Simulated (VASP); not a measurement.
Level of theory: PBE GGA, VASP's PBE PAW potentials (set 64) (plane waves; VASP).

The input files of a VASP run:

POSCAR:
```
ZnS
61.6668740
  0.0611275999   0.0000000000   0.0000000000
 -0.0305637999   0.0529380490   0.0000000000
  0.0000000000   0.0000000000   0.5000000000
Zn S
10 10
Cartesian
  0.0305638305   0.0176459987   0.1000000000
 -0.0000000306   0.0352920503   0.3500000000
  0.0000000000   0.0000000000   0.4000000000
  0.0000000000   0.0000000000   0.1500000000
  0.0305638305   0.0176459987   0.4500000000
 -0.0000000306   0.0352920503   0.2000000000
 -0.0000000306   0.0352920503   0.0500500000
  0.0305638305   0.0176459987   0.3000500000
  0.0000000000   0.0000000000   0.0000500000
  0.0000000000   0.0000000000   0.2500500000
  0.0305638305   0.0176459987   0.1374500000
 -0.0000000306   0.0352920503   0.3874500000
  0.0000000000   0.0000000000   0.0375000000
  0.0000000000   0.0000000000   0.2875000000
  0.0305638305   0.0176459987   0.3375000000
 -0.0000000306   0.0352920503   0.0875000000
  0.0000000000   0.0000000000   0.4374500000
  0.0000000000   0.0000000000   0.1874500000
 -0.0000000306   0.0352920503   0.2375500000
  0.0305638305   0.0176459987   0.4875500000
```

### KPOINTS
```
Automatic mesh
0
Gamma
5 5 1
0 0 0
```

### INCAR
```
SYSTEM  =  ZnS
PREC  =  Accurate; ENCUT  =  300; LREAL  =  Auto
LASPH  =  .TRUE.
EDIFF  =  1E-6; NELM  =  100; ALGO  =  Normal
LMAXMIX  =  4
ISMEAR  =  0; SIGMA  =  0.05
GGA  =  PE
ISIF  =  2
LWAVE  =  .FALSE.; LCHARG  =  .FALSE.
```

POTCAR, in this order: Zn S (PBE.64 set). Program: vasp_std.

What will the output report for the number of irreducible k-points (NKPTS), largest plane-wave count, number of space-group operations, FFT grid (NGX, NGY, NGZ)?

```yaml
number of irreducible k-points (NKPTS): 5
largest_plane_wave_count: 4527
number_of_space_group_operations: 12
FFT grid (NGX, NGY, NGZ): 24 × 24 × 180
```

The structure comes from a computed database's ZnS entry; how it stands against other phases isn't given here. The cell was not relaxed at this level, and its volume differs by -8.7 % from the start's.
